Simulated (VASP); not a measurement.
Cd4Se2Te2 (ordered alloy cell): computed properties

The numbers are results of PBEsol GGA, VASP's PBE PAW potentials (set 64) (plane waves; VASP), not measurements.

```yaml
space_group: R3m (160)
cell: a = b = 4.4436 Å, c = 43.5144 Å, α = β = 90.00°, γ = 120.00°
volume_per_atom: 31.00 Å^3/atom
band gap (over mesh and band path): 0.12 eV
smallest direct gap (over mesh and band path): 0.12 eV
band_edge_character: direct, Γ to Γ
density: 5.78 g/cm³
```

```cif
data_Cd12Se6Te6
_chemical_formula_sum 'Cd12 Te6 Se6'
_space_group_name_H-M_alt 'R3m :H'
_space_group_IT_number 160
_space_group_name_Hall 'R 3 -2"'
_cell_length_a 4.44357
_cell_length_b 4.44357
_cell_length_c 43.51442
_cell_angle_alpha 90.000
_cell_angle_beta 90.000
_cell_angle_gamma 120.000
loop_
_atom_site_label
_atom_site_type_symbol
_atom_site_symmetry_multiplicity
_atom_site_Wyckoff_symbol
_atom_site_fract_x
_atom_site_fract_y
_atom_site_fract_z
_atom_site_occupancy
Cd1 Cd 3 a 0.00000 0.00000 0.00497 1
Cd2 Cd 3 a 0.00000 0.00000 0.25021 1
Cd3 Cd 3 a 0.00000 0.00000 0.49508 1
Cd4 Cd 3 a 0.00000 0.00000 0.74983 1
Te1 Te 3 a 0.00000 0.00000 0.31432 1
Te2 Te 3 a 0.00000 0.00000 0.55958 1
Se1 Se 3 a 0.00000 0.00000 0.81060 1
Se2 Se 3 a 0.00000 0.00000 0.06543 1
```
(The calculation used a cell of 8 atoms; values per cell refer to that cell.)

Unless said otherwise, spin-orbit coupling is left out, though it shifts the bands of the heavy elements here.

The structure was generated: Cd4Se2Te2 was put into an ordered model structure (R3m), which need not be its known phase. It was relaxed first. Symmetry was kept, so distortions that lower it aren't found.
